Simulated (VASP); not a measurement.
# GaF (Pm-3m) in VASP: settings compared

One crystal, GaF, is run at these levels: B3LYP, PBE; tasks: band structure.

Program: VASP 6.6.1. These are calculated values, not measurements. Logs are shortened: lines on timing, memory, paths and dates and some standing lists are left out, and cuts for length are marked.

**1. The crystal as given**

The structure is cubic, space group Pm-3m (No. 221). Conventional cell: a = 3.166 Å, b = 3.166 Å, c = 3.166 Å, α = 90.00°, β = 90.00°, γ = 90.00°. Ga (site symmetry m-3m) is surrounded by 8 F at 2.74 Å. F (site symmetry m-3m) has 8 Ga at 2.74 Å as nearest neighbours.

The cell was built by a generator and needn't be a form met in nature.

**2. Band structure, B3LYP**

Input file POSCAR:

```
GaF
1.0
    3.1659200000      0.0000000000      0.0000000000
    0.0000000000      3.1659200000      0.0000000000
    0.0000000000      0.0000000000      3.1659200000
Ga F
1 1
Direct
    0.0000000000      0.0000000000      0.0000000000
    0.5000000000      0.5000000000      0.5000000000
```

Input file INCAR.step1:

```
SYSTEM = GaF
PREC = Accurate
ENCUT = 520
EDIFF = 1E-5
ISMEAR = -1
SIGMA = 0.05
LREAL = .FALSE.
LASPH = .TRUE.
NELM = 60
ALGO = Normal
ISIF = 2
LWAVE = .TRUE.
LCHARG = .FALSE.
NBANDS = 17
GGA = PE
```

Input file INCAR.step2:

```
SYSTEM = GaF
PREC = Accurate
ENCUT = 520
EDIFF = 1E-7
ISMEAR = -1
SIGMA = 0.05
LREAL = .FALSE.
LASPH = .TRUE.
NELM = 60
ALGO = Normal
ISIF = 2
LWAVE = .FALSE.
LCHARG = .FALSE.
GGA = B3
LHFCALC = .TRUE.
AEXX = 0.2
AGGAX = 0.72
AGGAC = 0.81
ALDAC = 0.19
PRECFOCK = Normal
HFRCUT = -1
NBANDS = 17
ISTART = 1
```

Input file KPOINTS:

```
regular mesh
0
G
  4 4 4
  0 0 0
```

Input file KPOINTS_OPT:

```
path GXMGRX,MR
12
line-mode
reciprocal
 0.0000000000  0.0000000000  0.0000000000  G
 0.0000000000  0.5000000000  0.0000000000  X

 0.0000000000  0.5000000000  0.0000000000  X
 0.5000000000  0.5000000000  0.0000000000  M

 0.5000000000  0.5000000000  0.0000000000  M
 0.0000000000  0.0000000000  0.0000000000  G

 0.0000000000  0.0000000000  0.0000000000  G
 0.5000000000  0.5000000000  0.5000000000  R

 0.5000000000  0.5000000000  0.5000000000  R
 0.0000000000  0.5000000000  0.0000000000  X

 0.5000000000  0.5000000000  0.0000000000  M
 0.5000000000  0.5000000000  0.5000000000  R
```

Potentials or basis: VASP PAW PBE potentials, release 64 (Ga_d, F).

Launch:

```sh
cat potpaw_PBE.64/Ga_d/POTCAR potpaw_PBE.64/F/POTCAR > POTCAR
cp INCAR.step1 INCAR
mpirun -np 1 vasp_std > vasp.out
cp INCAR.step2 INCAR
mpirun -np 1 vasp_std > vasp.out
```

OUTCAR:

```text
SYSTEM = GaF
   PREC = Accurate
   ENCUT = 520
   EDIFF = 1E-7
   ISMEAR = -1
   LREAL = .FALSE.
   LASPH = .TRUE.
   NELM = 60
   ISIF = 2
   GGA = B3
   LHFCALC = .TRUE.
   AEXX = 0.2
   PRECFOCK = Normal
   ISTART = 1

 ion  position               nearest neighbor table
   1  0.000  0.000  0.000-
   2  0.500  0.500  0.500-

  LATTYP: Found a simple cubic cell.
 ALAT       =     3.1659200000

  Lattice vectors:

 A1 = (   3.1659200000,   0.0000000000,   0.0000000000)
 A2 = (   0.0000000000,   3.1659200000,   0.0000000000)
 A3 = (   0.0000000000,   0.0000000000,   3.1659200000)

Analysis of symmetry for initial positions (statically):
=====================================================================
 Subroutine PRICEL returns:
 Original cell was already a primitive cell.

 Routine SETGRP: Setting up the symmetry group for a
 simple cubic supercell.

 Subroutine GETGRP returns: Found 48 space group operations
 (whereof 48 operations were pure point group operations)
 out of a pool of 48 trial point group operations.

The static configuration has the point symmetry O_h .

Analysis of symmetry for dynamics (positions and initial velocities):
=====================================================================
 Subroutine PRICEL returns:
 Original cell was already a primitive cell.

 Routine SETGRP: Setting up the symmetry group for a
 simple cubic supercell.

 Subroutine GETGRP returns: Found 48 space group operations
 (whereof 48 operations were pure point group operations)
 out of a pool of 48 trial point group operations.

The dynamic configuration has the point symmetry O_h .

 Subroutine INISYM returns: Found 48 space group operations
 (whereof 48 operations are pure point group operations),
 and found     1 'primitive' translations

----------------------------------------------------------------------------------------

                                     Primitive cell

  volume of cell :      31.7322

  direct lattice vectors                    reciprocal lattice vectors
     3.165920000  0.000000000  0.000000000     0.315863951  0.000000000  0.000000000
     0.000000000  3.165920000  0.000000000     0.000000000  0.315863951  0.000000000
     0.000000000  0.000000000  3.165920000     0.000000000  0.000000000  0.315863951

  length of vectors
     3.165920000  3.165920000  3.165920000     0.315863951  0.315863951  0.315863951

  position of ions in fractional coordinates (direct lattice)
     0.000000000  0.000000000  0.000000000
     0.500000000  0.500000000  0.500000000

  ion indices of the primitive-cell ions
   primitive index   ion index
                 1           1
                 2           2

----------------------------------------------------------------------------------------

 KPOINTS: regular mesh

Automatic generation of k-mesh.
 Grid dimensions read from file:
 generate k-points for:    4    4    4

 Generating k-lattice:

  Cartesian coordinates                     Fractional coordinates (reciprocal lattice)
     0.078965988  0.000000000  0.000000000     0.250000000  0.000000000  0.000000000
     0.000000000  0.078965988  0.000000000     0.000000000  0.250000000  0.000000000
     0.000000000  0.000000000  0.078965988     0.000000000  0.000000000  0.250000000

  Length of vectors
     0.078965988  0.078965988  0.078965988

  Shift w.r.t. Gamma in fractional coordinates (k-lattice)
     0.000000000  0.000000000  0.000000000

 Subroutine IBZKPT returns following result:
 ===========================================

 Found     10 irreducible k-points:

 Following reciprocal coordinates:
            Coordinates               Weight
  0.000000  0.000000  0.000000      1.000000
  0.250000  0.000000  0.000000      6.000000
  0.500000  0.000000  0.000000      3.000000
  0.250000  0.250000  0.000000     12.000000
  0.500000  0.250000  0.000000     12.000000
  0.500000  0.500000  0.000000      3.000000
  0.250000  0.250000  0.250000      8.000000
  0.500000  0.250000  0.250000     12.000000
  0.500000  0.500000  0.250000      6.000000
  0.500000  0.500000  0.500000      1.000000
   k-points           NKPTS =     10   k-points in BZ     NKDIM =     64   number of bands    NBANDS=     17
   number of dos      NEDOS =    301   number of ions     NIONS =      2
   total plane-waves  NPLWV =  13824
   dimension x,y,z NGX =    24 NGY =   24 NGZ =   24
   dimension x,y,z NGXF=    48 NGYF=   48 NGZF=   48
   ions per type =               1   1
   NGX,Y,Z   is equivalent  to a cutoff of  12.60, 12.60, 12.60 a.u.
   NGXF,Y,Z  is equivalent  to a cutoff of  25.21, 25.21, 25.21 a.u.
 SYSTEM =  GaF
   PREC   = accura    normal or accurate (medium, high low for compatibility)
   ISTART =      1    job   : 0-new  1-cont  2-samecut
   ICHARG =      0    charge: 1-file 2-atom 10-const
   ISPIN  =      1    spin polarized calculation?
   LNONCOLLINEAR =      F non collinear calculations
   LSORBIT =      F    spin-orbit coupling
[... 33 lines left out ...]
   NKREDY  =     1    reduce k-point grid by
   NKREDZ  =     1    reduce k-point grid by
   AEXX    =    0.2000 exact exchange contribution
   HFSCREEN=    0.0000 screening length (either q_TF or 0.3 A-1)
   HFSCREENC=   0.0000 screening length for correlation (either q_TF or 0.3 A-1)
   ENCUTFOCK=  -1.0 apply spherical cutoff to Coloumb kernel
   IVDW    =     0    specifies the selected vdW correction
   LEPSILON=     F    determine dielectric tensor
   LRPA    =     F    only Hartree local field effects (RPA)
 non-spin polarized calculation
  energy-cutoff  :      520.00
  volume of cell :       31.73
 maximum number of plane-waves:       872
 NGX is ok and might be reduce to    24
  NGX = 18; NGY = 18; NGZ = 18

 number of electron      19.9999980 magnetization

 Free energy of the ion-electron system (eV)
  ---------------------------------------------------
  ext. energy  EPLUGINS =         0.00000000
  ---------------------------------------------------
  free energy    TOTEN  =        -8.96967939 eV

  energy without entropy =       -8.96967939  energy(sigma->0) =       -8.96967939

 E-fermi :   2.8024     XC(G=0):  -8.1215

 val. band max:        2.0109564690   @ k =   0.5000   0.5000   0.5000
 cond. band min:       3.6480768037   @ k =   0.5000   0.0000   0.0000
 fundamental gap:      1.6371203347
 Fermi energy:         2.8024192649

 k-point     1 :       0.0000    0.0000    0.0000
  band No.  band energies     occupation
      1     -22.1858      2.00000
      2     -14.3955      2.00000
      3     -14.3955      2.00000
      4     -14.2423      2.00000
      5     -14.2423      2.00000
      6     -14.2423      2.00000
[... 9 lines left out ...]
     16      20.6847      0.00000
     17      26.5720      0.00000

 k-point     2 :       0.2500    0.0000    0.0000
  band No.  band energies     occupation
      1     -22.1122      2.00000
      2     -14.3911      2.00000
      3     -14.3378      2.00000
      4     -14.2650      2.00000
      5     -14.2650      2.00000
      6     -14.2403      2.00000
[... 9 lines left out ...]
     16      21.7852      0.00000
     17      22.9941      0.00000

 k-point     3 :       0.5000    0.0000    0.0000
  band No.  band energies     occupation
      1     -22.0354      2.00000
      2     -14.3870      2.00000
      3     -14.2876      2.00000
      4     -14.2876      2.00000
      5     -14.2824      2.00000
      6     -14.2386      2.00000
[... 9 lines left out ...]
     16      20.4188      0.00000
     17      21.5530      0.00000

 k-point     4 :       0.2500    0.2500    0.0000
  band No.  band energies     occupation
      1     -22.0479      2.00000
      2     -14.3621      2.00000
      3     -14.3018      2.00000
      4     -14.2804      2.00000
      5     -14.2633      2.00000
      6     -14.2596      2.00000
[... 9 lines left out ...]
     16      21.1127      0.00000
     17      21.9006      0.00000
[... 63 lines left out ...]
      1     -21.9294      2.00000
      2     -14.3154      2.00000
      3     -14.2949      2.00000
      4     -14.2902      2.00000
      5     -14.2851      2.00000
      6     -14.2350      2.00000
[... 9 lines left out ...]
     16      19.0013      0.00000
     17      23.9498      0.00000

 k-point     9 :       0.5000    0.5000    0.2500
  band No.  band energies     occupation
      1     -21.8758      2.00000
      2     -14.3227      2.00000
      3     -14.3109      2.00000
      4     -14.3109      2.00000
      5     -14.2639      2.00000
      6     -14.1976      2.00000
[... 9 lines left out ...]
     16      17.1224      0.00000
     17      26.1863      0.00000

 k-point    10 :       0.5000    0.5000    0.5000
  band No.  band energies     occupation
      1     -21.8175      2.00000
      2     -14.3445      2.00000
      3     -14.3445      2.00000
      4     -14.3445      2.00000
      5     -14.1967      2.00000
      6     -14.1967      2.00000
[... 9 lines left out ...]
     16      15.8662      0.00000
     17      24.2189      0.00000

------------------------ aborting loop because EDIFF is reached ----------------------------------------

  FORCE on cell =-STRESS in cart. coord.  units (eV):
  Direction    XX          YY          ZZ          XY          YZ          ZX
  --------------------------------------------------------------------------------------
  -------------------------------------------------------------------------------------
  Total        0.5016158      0.5016158      0.5016158      0.0000000      0.0000000      0.0000000
  in kB       25.3268946     25.3268946     25.3268946      0.0000000      0.0000000      0.0000000
  external PRESSURE =      25.3268946 kB  Pullay stress =       0.0000000 kB

 VOLUME and BASIS-vectors are now :
 -----------------------------------------------------------------------------
  energy-cutoff  :      520.00
  volume of cell :       31.73
      direct lattice vectors                 reciprocal lattice vectors
     3.165920000  0.000000000  0.000000000     0.315863951  0.000000000  0.000000000
     0.000000000  3.165920000  0.000000000     0.000000000  0.315863951  0.000000000
     0.000000000  0.000000000  3.165920000     0.000000000  0.000000000  0.315863951

 POSITION                                       TOTAL-FORCE (eV/Angst)
 -----------------------------------------------------------------------------------
      0.00000      0.00000      0.00000         0.000000      0.000000      0.000000
      1.58296      1.58296      1.58296         0.000000      0.000000      0.000000
 -----------------------------------------------------------------------------------
    total drift:                                0.000000      0.000000     -0.000000

  FREE ENERGIE OF THE ION-ELECTRON SYSTEM (eV)
  ---------------------------------------------------
  free  energy   TOTEN  =        -8.9696793936 eV

  energy  without entropy=       -8.9696793863  energy(sigma->0) =       -8.96967939
```

Run time: 17 min. Hardware: 1 thread of Intel Xeon 6975P-C (Granite Rapids), shared host; peak memory 0.16 GiB.

What came out:

* Free energy: -8.9697 eV
* Pressure: 2.5 GPa
* Band gap on the k mesh: 1.64 eV, indirect (least direct gap 2.73 eV)
* Band gap along the path: 1.64 eV, indirect (least direct gap 2.73 eV)

Levels at the corners of the path, in eV from the valence-band top:
```
point  band 7  band 8  band 9  band 10  band 11  band 12  band 13  band 14
    Γ   -6.48   -4.28   -4.28    -4.28     9.90     9.90     9.90    11.51
    X   -7.61   -4.00   -4.00    -1.10     1.64     9.98     9.98    14.33
    X   -7.61   -4.00   -4.00    -1.10     1.64     9.98     9.98    14.33
    M   -5.67   -5.67   -3.91    -2.84     4.80     4.80    10.89    11.92
    M   -5.67   -5.67   -3.91    -2.84     4.80     4.80    10.89    11.92
    Γ   -6.48   -4.28   -4.28    -4.28     9.90     9.90     9.90    11.51
    Γ   -6.48   -4.28   -4.28    -4.28     9.90     9.90     9.90    11.51
    R   -4.85   -4.85   -4.85     0.00     3.66     3.66     3.66    13.86
    R   -4.85   -4.85   -4.85     0.00     3.66     3.66     3.66    13.86
    X   -7.61   -4.00   -4.00    -1.10     1.64     9.98     9.98    14.33
    M   -5.67   -5.67   -3.91    -2.84     4.80     4.80    10.89    11.92
    R   -4.85   -4.85   -4.85     0.00     3.66     3.66     3.66    13.86
```

Caveat: the k mesh is coarse (spacing up to 0.50 Å⁻¹), so the values aren't converged, least of all with exact exchange; the PAW data sets were made with another functional, which shifts forces and pressure a little.

**3. Band structure, PBE**

Input file INCAR:

```
PREC = Accurate
ENCUT = 500
EDIFF = 1E-7
ISMEAR = -1
SIGMA = 0.05
LREAL = False
LASPH = True
NELM = 60
ALGO = Fast
ISIF = 2
LWAVE = False
LCHARG = False
GGA = PE
```

Input file KPOINTS:

```
Automatic mesh
0
Gamma
  8 8 8
```

POSCAR is that of step 2.

KPOINTS_OPT: that of step 2 with these lines changed.

```diff
@@ -1,3 +1,3 @@
 path GXMGRX,MR
-12
+10
 line-mode
```

Potentials or basis: VASP PAW PBE potentials, release 64 (Ga, F).

Launch:

```sh
cat potpaw_PBE.64/Ga/POTCAR potpaw_PBE.64/F/POTCAR > POTCAR
mpirun -np 1 vasp_std > vasp.out
```

Wall time 5.1 s (1 thread of Intel Xeon 6975P-C (Granite Rapids), shared host); peak memory 0.15 GiB.

It converged, with:

| Quantity | Value |
| --- | --- |
| Free energy | -7.4755 eV |
| Pressure | -1.1 GPa |
| Band gap on the k mesh | 0.35 eV, indirect (least direct gap 1.12 eV) |
| Band gap along the path | 0.35 eV, indirect (least direct gap 1.12 eV) |

Levels at the corners of the path, in eV from the valence-band top:
```
point  band 1  band 2  band 3  band 4  band 5  band 6  band 7  band 8  band 9
    Γ  -22.23   -6.07   -3.43   -3.43   -3.43    8.33    8.33    8.33    9.74
    X  -22.08   -6.84   -3.17   -3.17   -0.78    0.35    8.47    8.47   12.38
    X  -22.08   -6.84   -3.17   -3.17   -0.78    0.35    8.47    8.47   12.38
    M  -21.96   -4.85   -4.85   -3.06   -2.65    3.45    3.45    9.13   10.35
    M  -21.96   -4.85   -4.85   -3.06   -2.65    3.45    3.45    9.13   10.35
    Γ  -22.23   -6.07   -3.43   -3.43   -3.43    8.33    8.33    8.33    9.74
    Γ  -22.23   -6.07   -3.43   -3.43   -3.43    8.33    8.33    8.33    9.74
    R  -21.87   -4.02   -4.02   -4.02    0.00    2.35    2.35    2.35   11.88
    R  -21.87   -4.02   -4.02   -4.02    0.00    2.35    2.35    2.35   11.88
    X  -22.08   -6.84   -3.17   -3.17   -0.78    0.35    8.47    8.47   12.38
    M  -21.96   -4.85   -4.85   -3.06   -2.65    3.45    3.45    9.13   10.35
    R  -21.87   -4.02   -4.02   -4.02    0.00    2.35    2.35    2.35   11.88
```

As with any semilocal functional, this PBE gap is likely too small.

**4. Band structure, PBE**

POSCAR is that of step 3.

Input file INCAR.step1:

```
ALGO = Normal
EDIFF = 1E-6
ENCUT = 520
GGA = PE
ISIF = 2
ISMEAR = -1
LASPH = T
LCHARG = T
LREAL = F
LWAVE = F
NELM = 100
PREC = Accurate
SIGMA = 0.05
```

Input file KPOINTS.step1:

```
k-points
0
Gamma
  8 8 8
```

Input file INCAR.step2:

```
ALGO = Normal
EDIFF = 1E-6
ENCUT = 520
GGA = PE
ICHARG = 11
ISIF = 2
ISMEAR = 0
LASPH = T
LCHARG = F
LREAL = F
LWAVE = F
NELM = 100
PREC = Accurate
SIGMA = 0.05
```

Input file KPOINTS.step2:

```
path GXMGRX,MR
20
line-mode
reciprocal
 0.0000000000  0.0000000000  0.0000000000  G
 0.0000000000  0.5000000000  0.0000000000  X

 0.0000000000  0.5000000000  0.0000000000  X
 0.5000000000  0.5000000000  0.0000000000  M

 0.5000000000  0.5000000000  0.0000000000  M
 0.0000000000  0.0000000000  0.0000000000  G

 0.0000000000  0.0000000000  0.0000000000  G
 0.5000000000  0.5000000000  0.5000000000  R

 0.5000000000  0.5000000000  0.5000000000  R
 0.0000000000  0.5000000000  0.0000000000  X

 0.5000000000  0.5000000000  0.0000000000  M
 0.5000000000  0.5000000000  0.5000000000  R
```

Potentials or basis: VASP PAW PBE potentials, release 64 (Ga_d, F).

Launch:

```sh
cat potpaw_PBE.64/Ga_d/POTCAR potpaw_PBE.64/F/POTCAR > POTCAR
cp INCAR.step1 INCAR
cp KPOINTS.step1 KPOINTS
mpirun -np 1 vasp_std > vasp.out
cp INCAR.step2 INCAR
cp KPOINTS.step2 KPOINTS
mpirun -np 1 vasp_std > vasp.out
```

Wall time 11 s (1 thread of Intel Xeon 6975P-C (Granite Rapids), shared host); peak memory 0.17 GiB.

It converged, with:

```
Band gap on the k mesh  : 0.34 eV, indirect (least direct gap 1.12 eV)
Band gap along the path : 0.34 eV, indirect (least direct gap 1.12 eV)
```

Levels at the corners of the path, in eV from the valence-band top:
```csv
point,band 7,band 8,band 9,band 10,band 11,band 12,band 13,band 14
Γ,-6.08,-3.45,-3.45,-3.45,8.32,8.32,8.32,9.78
X,-6.83,-3.18,-3.18,-0.79,0.34,8.46,8.46,12.55
X,-6.83,-3.18,-3.18,-0.79,0.34,8.46,8.46,12.55
M,-4.87,-4.87,-3.08,-2.64,3.44,3.44,9.15,10.34
M,-4.87,-4.87,-3.08,-2.64,3.44,3.44,9.15,10.34
Γ,-6.08,-3.45,-3.45,-3.45,8.32,8.32,8.32,9.78
Γ,-6.08,-3.45,-3.45,-3.45,8.32,8.32,8.32,9.78
R,-4.01,-4.01,-4.01,0.00,2.34,2.34,2.34,11.95
R,-4.01,-4.01,-4.01,0.00,2.34,2.34,2.34,11.95
X,-6.83,-3.18,-3.18,-0.79,0.34,8.46,8.46,12.55
M,-4.87,-4.87,-3.08,-2.64,3.44,3.44,9.15,10.34
R,-4.01,-4.01,-4.01,0.00,2.34,2.34,2.34,11.95
```

Caveat: the log is that of the step along the path at fixed density, whose energy, stress, charges and moments have no meaning. Expect the measured gap to be larger: semilocal functionals such as PBE lack the derivative discontinuity.

**5. Overview**

```tsv
level	potentials or basis	k mesh	cutoff (eV)	grid for exact exchange (PRECFOCK)	exchange at q = 0	mesh quality	gap on the mesh (eV)	pressure (GPa)
B3LYP	VASP PAW PBE potentials, release 64 (Ga_d, F)	4 × 4 × 4	520	Normal	truncated	coarse	1.64	2.5
PBE	VASP PAW PBE potentials, release 64 (Ga, F)	8 × 8 × 8	500	-	-	not flagged	0.35	-1.1
PBE	VASP PAW PBE potentials, release 64 (Ga_d, F)	8 × 8 × 8	520	-	-	not flagged	0.34	-
```

Alike in all rows: task band structure; no spin polarisation; cell as given; smearing fermi-dirac 0.05 eV.

Caveats: some runs use coarse meshes; the PAW data sets were made with another functional, which shifts forces and pressure a little (some runs).

Total energies depend on the potentials used, so only differences within one code and one set of settings carry meaning.
